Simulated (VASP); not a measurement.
Set up this calculation in VASP 6.6.1, as the native input.

| Property | Result |
| --- | --- |
| Task | single point |
| Functional | LDA |
| Potentials or basis | VASP PAW LDA potentials, release 64 (Mo_sv, Ru_pv) |
| Cutoff | 520 eV |
| k mesh | 21 × 21 × 12 |
| Occupations | gaussian, width 0.15 eV |
| Spin | no spin polarisation |
| Dipole correction | no |
| Further INCAR settings | ALGO = Fast; EDIFF = 1e-06; NBANDS = 21 |

The structure of MoRu lies in POSCAR:

```
MoRu
1.0
    2.7774147960      0.0000000000      0.0000000000
   -1.3887073980      2.4053117702      0.0000000000
    0.0000000000      0.0000000000      4.3297957900
Mo Ru
1 1
Direct
    0.6666666667      0.3333333333      0.0000000000
    0.3333333333      0.6666666667      0.5000000000
```

The cell comes from a database or a generator and needn't be the stable form of this composition.

The cell isn't the ideal one: strain +0.000 along x and y, -0.030 along z, atoms carried along.

One way to write it, as run:

INCAR

```
SYSTEM = MoRu
ALGO = Fast ; EDIFF = 1E-6
ENCUT = 520 ; ISIF = 2
ISMEAR = 0 ; LASPH = .TRUE.
LCHARG = .FALSE. ; LREAL = .FALSE.
LWAVE = .FALSE. ; NBANDS = 21
NELM = 100 ; PREC = Accurate
SIGMA = 0.15
```

KPOINTS

```
k-points
0
G
  21 21 12
  0 0 0
```

Potentials or basis: VASP PAW LDA potentials, release 64 (Mo_sv, Ru_pv).

Command:

```bash
$ cat potpaw_LDA.64/Mo_sv/POTCAR potpaw_LDA.64/Ru_pv/POTCAR > POTCAR
$ mpirun -np 1 vasp_std > vasp.out
```

Results of the run:

| Item | Value |
| --- | --- |
| Pressure | -7.1 GPa |
| Band gap on the k mesh | none (metal or under the smearing width) |

Run time: 90 s on 1 thread of Intel(R) Xeon(R) Platinum 8488C (Sapphire Rapids) (shared host), peak memory 0.29 GiB.
